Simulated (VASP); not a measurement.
Data:

```
MnF2
1.0
    4.86357     0.00000     0.00000
    0.00000     4.86357     0.00000
    0.00000     0.00000     3.30006
Mn F
2 4
Direct
  0.00000   0.00000   0.00000
  0.50000   0.50000   0.50000
  0.30313   0.30313   0.00000
  0.80313   0.19687   0.50000
  0.19687   0.80313   0.50000
  0.69687   0.69687   0.00000
```
Starting moments (μB, in the order of the record's atoms Mn Mn F F F F): 4.5 -4.5 0.0 0.0 0.0 0.0.

Method: vdW-DF-cx, VASP's PBE PAW potentials (set 64) (plane waves; VASP). Run with 520 eV cut-off, Gaussian smearing of 0.050 eV, potentials Mn_pv F.

Task: Give the spin-up energies of bands 18 to 31 at the high-symmetry points, in eV from the valence-band maximum.

Result: 
| band | Γ | Y | C0 | Z | A0 | T | S | R |
|---|---|---|---|---|---|---|---|---|
| 18 | -5.45 | -4.95 | -4.95 | -5.30 | -5.28 | -5.28 | -5.21 | -5.43 |
| 19 | -4.56 | -4.79 | -4.79 | -4.94 | -4.46 | -4.46 | -5.05 | -4.79 |
| 20 | -4.19 | -4.69 | -4.69 | -4.83 | -4.40 | -4.40 | -4.99 | -4.70 |
| 21 | -4.18 | -4.66 | -4.66 | -4.68 | -4.29 | -4.29 | -4.23 | -4.40 |
| 22 | -3.88 | -4.54 | -4.54 | -4.58 | -4.28 | -4.28 | -4.21 | -4.37 |
| 23 | -1.70 | -1.70 | -1.70 | -1.48 | -1.52 | -1.52 | -1.65 | -1.53 |
| 24 | -1.44 | -1.43 | -1.43 | -1.42 | -1.46 | -1.46 | -1.39 | -1.46 |
| 25 | -1.27 | -1.19 | -1.19 | -1.16 | -1.27 | -1.27 | -1.25 | -1.28 |
| 26 | -0.36 | -0.51 | -0.51 | -0.53 | -0.55 | -0.55 | -0.06 | -0.64 |
| 27 | -0.09 | -0.08 | -0.08 | -0.21 | -0.05 | -0.05 | -0.02 | -0.02 |
| 28 | 2.29 | 2.59 | 2.59 | 2.77 | 2.74 | 2.74 | 2.52 | 2.75 |
| 29 | 2.50 | 2.98 | 2.98 | 2.81 | 2.79 | 2.79 | 2.93 | 2.80 |
| 30 | 2.99 | 2.99 | 2.99 | 2.90 | 2.97 | 2.97 | 2.96 | 2.96 |
| 31 | 3.01 | 3.22 | 3.22 | 3.57 | 3.50 | 3.50 | 3.77 | 3.57 |

Task: Give the spin-down energies of bands 18 to 31 at the high-symmetry points, in eV from the valence-band maximum.

Result: 
| band | Γ | Y | C0 | Z | A0 | T | S | R |
|---|---|---|---|---|---|---|---|---|
| 18 | -5.45 | -4.95 | -4.95 | -5.30 | -5.28 | -5.28 | -5.21 | -5.43 |
| 19 | -4.56 | -4.79 | -4.79 | -4.94 | -4.46 | -4.46 | -5.05 | -4.79 |
| 20 | -4.19 | -4.69 | -4.69 | -4.83 | -4.40 | -4.40 | -4.99 | -4.70 |
| 21 | -4.18 | -4.66 | -4.66 | -4.68 | -4.29 | -4.29 | -4.23 | -4.40 |
| 22 | -3.88 | -4.54 | -4.54 | -4.58 | -4.28 | -4.28 | -4.21 | -4.37 |
| 23 | -1.70 | -1.70 | -1.70 | -1.48 | -1.52 | -1.52 | -1.65 | -1.53 |
| 24 | -1.44 | -1.43 | -1.43 | -1.42 | -1.46 | -1.46 | -1.39 | -1.46 |
| 25 | -1.27 | -1.19 | -1.19 | -1.16 | -1.27 | -1.27 | -1.25 | -1.28 |
| 26 | -0.36 | -0.51 | -0.51 | -0.53 | -0.55 | -0.55 | -0.06 | -0.64 |
| 27 | -0.09 | -0.08 | -0.08 | -0.21 | -0.05 | -0.05 | -0.02 | -0.02 |
| 28 | 2.29 | 2.59 | 2.59 | 2.77 | 2.74 | 2.74 | 2.52 | 2.75 |
| 29 | 2.50 | 2.98 | 2.98 | 2.81 | 2.79 | 2.79 | 2.93 | 2.80 |
| 30 | 2.99 | 2.99 | 2.99 | 2.90 | 2.97 | 2.97 | 2.96 | 2.96 |
| 31 | 3.01 | 3.22 | 3.22 | 3.57 | 3.50 | 3.50 | 3.77 | 3.57 |

The gap is indirect, 2.29 eV, from the valence maximum at Z-A0 at 0.57 to the conduction minimum at Γ.

The compound is MnF2 in the rutile structure. It was relaxed first.
